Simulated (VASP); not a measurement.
Consider the following.

```xyz
2
Lattice="4.0019 0.0000 0.0000 0.0000 4.0019 0.0000 0.0000 0.0000 4.0019" Properties=species:S:1:pos:R:3 pbc="T T T"
Tl     0.0000     0.0000     0.0000
Br     2.0009     2.0009     2.0009
```

Method: PBE GGA with D4 dispersion, VASP's PBE PAW potentials (set 64) (plane waves; VASP). Settings: 520 eV cut-off, Gaussian smearing of 0.050 eV, potentials Tl_d Br.

Unless said otherwise, spin-orbit coupling is left out, though it shifts the bands of the heavy elements here.

### Question
Give the energies of bands 7 to 13 at the high-symmetry points, in eV from the valence-band maximum.

### Answer

| band | Γ | X | M | R |
|---|---|---|---|---|
| 7 | -4.61 | -5.43 | -3.71 | -2.76 |
| 8 | -1.23 | -0.75 | -2.81 | -1.84 |
| 9 | -1.23 | -0.75 | -2.81 | -1.84 |
| 10 | -1.23 | 0.00 | -0.66 | -1.84 |
| 11 | 7.06 | 1.91 | 4.86 | 2.21 |
| 12 | 7.06 | 5.78 | 4.86 | 2.21 |
| 13 | 7.17 | 5.78 | 7.34 | 2.21 |

The gap is direct, 1.91 eV, from the valence maximum at X to the conduction minimum at X.

The compound is TlBr in the CsCl type structure. It was relaxed first.
